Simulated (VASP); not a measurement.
Consider the following.

```
Sc
1.0
    1.68198    -2.85326     0.00000
    1.68198     2.85326     0.00000
    0.00000     0.00000     5.12848
Sc
2
Direct
  0.33333   0.66667   0.25000
  0.69006   0.35672   0.75000
```

The numbers are results of PBE GGA, VASP's PBE PAW potentials (set 64) (plane waves; VASP 6.6.1), not measurements. Settings: EDIFF = 1E-2, 400 eV cut-off, 11×11×7 Γ-centred mesh, first-order Methfessel-Paxton smearing of 0.10 eV, potentials Sc_sv.

Q: Estimate the energy per atom (σ→0), pressure, largest force, band gap (on the k-mesh) with the smallest direct gap where there is one.

A: 
The band gap (on the k-mesh) is none (metal, semimetal or under 0.01 eV) and the energy per atom (σ→0) is -6.244 eV/atom. The pressure comes out as -13.1 kbar and the largest force is 0.122 eV/Å.

Only differences to runs with the same potentials and settings are physical.

The compound is Sc in the hcp structure. The cell was not relaxed at this level, atoms are displaced from their ideal sites. The run is one of a series of settings (EDIFF = 1E-2 against the base run), some of them coarse on purpose.
